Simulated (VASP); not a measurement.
# NbRu (P4/mmm) in VASP: further runs, part 2 of 2

VASP 6.6.1. Earlier steps stand in the parts before.

### 4 Single point, LDA (cell and atoms relaxed tightly for response)

Contents of INCAR:

```
SYSTEM = NbRu
PREC = Accurate ; ENCUT = 520
EDIFF = 1E-7 ; ISMEAR = -1
SIGMA = 0.15 ; LREAL = .False.
LASPH = .True. ; NELM = 80
ALGO = Fast ; ISIF = 2
LWAVE = .False. ; LCHARG = .False.
GGA = CA ; NBANDS = 20
```

Contents of KPOINTS:

```
regular mesh
0
Gamma
  14 14 12
  0 0 0
```

Contents of POSCAR:

```
NbRu
1.0
    3.0072575248      0.0000000000      0.0000000000
    0.0000000000      3.0072575248      0.0000000000
    0.0000000000      0.0000000000      3.3625534868
Nb Ru
1 1
Direct
    0.0000000000      0.0000000000      0.0000000000
    0.5000000000      0.5000000000      0.5000000000
```

Potentials or basis: VASP PAW LDA potentials, release 64 (Nb_sv, Ru_pv).

Started as:

```bash
$ cat potpaw_LDA.64/Nb_sv/POTCAR potpaw_LDA.64/Ru_pv/POTCAR > POTCAR
$ mpirun -np 1 vasp_std > vasp.out
```

OUTCAR:

```text
SYSTEM = NbRu
   PREC = Accurate
   ENCUT = 520
   EDIFF = 1E-7
   ISMEAR = -1
   LREAL = .False.
   LASPH = .True.
   NELM = 80
   ISIF = 2
   GGA = CA

 ion  position               nearest neighbor table
   1  0.000  0.000  0.000-   2 2.71   2 2.71   2 2.71   2 2.71   2 2.71   2 2.71   2 2.71   2 2.71

   2  0.500  0.500  0.500-   1 2.71   1 2.71   1 2.71   1 2.71   1 2.71   1 2.71   1 2.71   1 2.71

  LATTYP: Found a simple tetragonal cell.
 ALAT       =     3.0072575248
[... 745 lines left out ...]
------------------------ aborting loop because EDIFF is reached ----------------------------------------

  FORCE on cell =-STRESS in cart. coord.  units (eV):
  Direction    XX          YY          ZZ          XY          YZ          ZX
  --------------------------------------------------------------------------------------
  -------------------------------------------------------------------------------------
  Total        0.0629220      0.0629220      0.0540571      0.0000000      0.0000000      0.0000000
  in kB        3.3151468      3.3151468      2.8480872      0.0000000      0.0000000      0.0000000
  external PRESSURE =       3.1594602 kB  Pullay stress =       0.0000000 kB

 VOLUME and BASIS-vectors are now :
 -----------------------------------------------------------------------------
  energy-cutoff  :      520.00
  volume of cell :       30.41
      direct lattice vectors                 reciprocal lattice vectors
     3.007257525  0.000000000  0.000000000     0.332528888  0.000000000  0.000000000
     0.000000000  3.007257525  0.000000000     0.000000000  0.332528888  0.000000000
     0.000000000  0.000000000  3.362553487     0.000000000  0.000000000  0.297393039

 POSITION                                       TOTAL-FORCE (eV/Angst)
 -----------------------------------------------------------------------------------
      0.00000      0.00000      0.00000         0.000000      0.000000      0.000000
      1.50363      1.50363      1.68128         0.000000      0.000000      0.000000
 -----------------------------------------------------------------------------------
    total drift:                                0.000000      0.000000     -0.000000

  FREE ENERGIE OF THE ION-ELECTRON SYSTEM (eV)
  ---------------------------------------------------
  free  energy   TOTEN  =       -22.3624904156 eV

  energy  without entropy=      -22.2061969617  energy(sigma->0) =      -22.28434369
```

OSZICAR:

```text
N       E                     dE             d eps       ncg     rms          rms(c)
DAV:   1     0.305012777573E+03    0.30501E+03   -0.15680E+04 10088   0.144E+03
[... 24 lines left out ...]
RMM:  26    -0.223625028814E+02    0.88883E-05   -0.17855E-05 16873   0.424E-02    0.131E-01
RMM:  27    -0.223624930524E+02    0.98291E-05   -0.33149E-05 17624   0.541E-02    0.831E-02
RMM:  28    -0.223624892863E+02    0.37661E-05   -0.29456E-05 17599   0.500E-02    0.379E-02
RMM:  29    -0.223624896318E+02   -0.34554E-06   -0.13744E-05 16921   0.317E-02    0.103E-02
RMM:  30    -0.223624903008E+02   -0.66895E-06   -0.42590E-06 15048   0.163E-02    0.320E-03
RMM:  31    -0.223624904629E+02   -0.16213E-06   -0.11178E-06 10765   0.824E-03    0.594E-03
RMM:  32    -0.223624904156E+02    0.47311E-07   -0.46299E-07  9428   0.510E-03
   1 F= -.22362490E+02 E0= -.22284344E+02  d E =-.156293E+00
```

Wall time 4.1 min (1 thread of Intel Xeon Platinum 8375C at 2.90GHz (Ice Lake), shared host); peak memory 0.26 GiB.

Results:

* Free energy: -22.3625 eV
* Pressure: 0.3 GPa
* Band gap on the k mesh: none (metal or under the smearing width)

### 5 Relaxation of cell and atoms, LDA (cell and atoms relaxed tightly for response)

Contents of INCAR:

```
SYSTEM = NbRu
PREC = Accurate
ENCUT = 600
EDIFF = 1E-7
ISMEAR = -1
SIGMA = 0.15
LREAL = .FALSE.
LASPH = .TRUE.
NELM = 80
ALGO = Normal
ISIF = 3
LWAVE = .FALSE.
LCHARG = .FALSE.
GGA = CA
IBRION = 2
NSW = 80
EDIFFG = -0.001
```

Contents of KPOINTS:

```
Automatic mesh
0
G
  14 14 12
  0 0 0
```

Contents of POSCAR:

```
NbRu
1.0
    3.0044259248      0.0000000000      0.0000000000
    0.0000000000      3.0044259248      0.0000000000
    0.0000000000      0.0000000000      3.3649518994
Nb Ru
1 1
Direct
    0.0000000000      0.0000000000      0.0000000000
    0.5000000000      0.5000000000      0.5000000000
```

Potentials or basis: VASP PAW LDA potentials, release 64 (Nb_sv, Ru_pv).

Started as:

```bash
$ cat potpaw_LDA.64/Nb_sv/POTCAR potpaw_LDA.64/Ru_pv/POTCAR > POTCAR
$ mpirun -np 1 vasp_std > vasp.out
```

OUTCAR:

```text
SYSTEM = NbRu
   PREC = Accurate
   ENCUT = 600
   EDIFF = 1E-7
   ISMEAR = -1
   LREAL = .FALSE.
   LASPH = .TRUE.
   NELM = 80
   ISIF = 3
   GGA = CA
   IBRION = 2
   NSW = 80
   EDIFFG = -0.001

 ion  position               nearest neighbor table
   1  0.000  0.000  0.000-   2 2.71   2 2.71   2 2.71   2 2.71   2 2.71   2 2.71   2 2.71   2 2.71

   2  0.500  0.500  0.500-   1 2.71   1 2.71   1 2.71   1 2.71   1 2.71   1 2.71   1 2.71   1 2.71

  LATTYP: Found a simple tetragonal cell.
 ALAT       =     3.0044259248
 C/A-ratio  =     1.1199982904

  Lattice vectors:

 A1 = (   3.0044259248,   0.0000000000,   0.0000000000)
 A2 = (   0.0000000000,   3.0044259248,   0.0000000000)
 A3 = (   0.0000000000,   0.0000000000,   3.3649518994)

Analysis of symmetry for initial positions (statically):
=====================================================================
[... 365 lines left out ...]

 E-fermi :  12.8301     XC(G=0): -13.6541

 val. band max:       12.8297814928   @ k =   0.0714   0.0714   0.5000
 cond. band min:      12.8467925763   @ k =   0.4286   0.0000   0.2500
 fundamental gap:      0.0170110835
 Fermi energy:        12.8301485094

 k-point     1 :       0.0000    0.0000    0.0000
  band No.  band energies     occupation
      1     -42.1448      2.00000
      2     -29.8676      2.00000
      3     -29.7717      2.00000
      4     -29.7717      2.00000
      5     -18.2639      2.00000
      6     -18.0701      2.00000
[... 457 lines left out ...]
      4     -29.8297      2.00000
      5     -18.5622      2.00000
      6     -18.2711      2.00000
[... 9 lines left out ...]
     16      14.0830      0.00047
     17      14.9386      0.00000

 [... further k-points ...]

------------------------ aborting loop because EDIFF is reached ----------------------------------------

  FORCE on cell =-STRESS in cart. coord.  units (eV):
  Direction    XX          YY          ZZ          XY          YZ          ZX
  --------------------------------------------------------------------------------------
  -------------------------------------------------------------------------------------
  Total        0.0005059      0.0005059      0.0002331      0.0000000      0.0000000      0.0000000
  in kB        0.0266277      0.0266277      0.0122689      0.0000000      0.0000000      0.0000000
  external PRESSURE =       0.0218414 kB  Pullay stress =       0.0000000 kB
[... 17 lines left out ...]
  FREE ENERGIE OF THE ION-ELECTRON SYSTEM (eV)
  ---------------------------------------------------
  free  energy   TOTEN  =       -22.3624340112 eV

  energy  without entropy=      -22.2059390298  energy(sigma->0) =      -22.28418652

 reached required accuracy - stopping structural energy minimisation
```

It took 9 min on 1 thread of Intel Xeon Platinum 8375C at 2.90GHz (Ice Lake), shared host; peak memory 0.28 GiB.

Results:

```yaml
Free_energy: -22.3624 eV
Relaxed_volume: 15.22 Å³/atom
Relaxed_cell: a = 3.009 Å, b = 3.009 Å, c = 3.363 Å, α = 90.00°, β = 90.00°, γ = 90.00°
Space_group_after_relaxing_to_0.05_Å: P4/mmm (No. 123)
Energy_gained_by_relaxing: 0.1 meV/atom
Ionic_steps: 13
Pressure_after_relaxing: 0.0 GPa
Band_gap_on_the_k_mesh: none (metal or under the smearing width)
```

The path:
```csv
step,energy change (eV),largest force (eV/Å),pressure (GPa),volume (Å³)
1,0.0000,0.0000,0.59,30.37
2,0.0007,0.0000,-1.53,30.62
3,-0.0001,0.0000,-0.02,30.44
4,-0.0001,0.0000,0.00,30.44
5,-0.0002,0.0000,0.01,30.44
6,-0.0002,0.0000,0.02,30.44
7,-0.0002,0.0000,0.03,30.44
8,-0.0002,0.0000,0.01,30.44
9,-0.0002,0.0000,0.01,30.44
10,-0.0002,0.0000,0.01,30.44
11,-0.0002,0.0000,-0.02,30.45
12,-0.0002,0.0000,-0.02,30.44
13,-0.0002,0.0000,0.00,30.44
```

Final structure:
```
Nb Ru
1.0
     3.00874    0.00000    0.00000
     0.00000    3.00874    0.00000
     0.00000    0.00000    3.36285
Nb Ru
1 1
Cartesian
  0.0000 0.0000 3.3629
  1.5044 1.5044 1.6814
```

### 6 The runs side by side

```tsv
task	cell	cutoff (eV)	smearing	gap on the mesh (eV)	pressure (GPa)	relaxed volume (Å³/atom)
single point	P4/mmm, 15.19 Å³/atom	520	gaussian 0.1 eV	none	0.3	-
relaxation of cell and atoms	relaxed	600	gaussian 0.1 eV	none	0.0	15.20
single point	cell and atoms relaxed tightly for response	520	fermi-dirac 0.15 eV	none	0.3	-
relaxation of cell and atoms	relaxed from: cell and atoms relaxed tightly for response	600	fermi-dirac 0.15 eV	none	0.0	15.22
```

Alike in all rows: level LDA; potentials or basis VASP PAW LDA potentials, release 64 (Nb_sv, Ru_pv); no spin polarisation; k mesh 14 × 14 × 12.

Absolute energies hang on the potentials; compare differences alone.
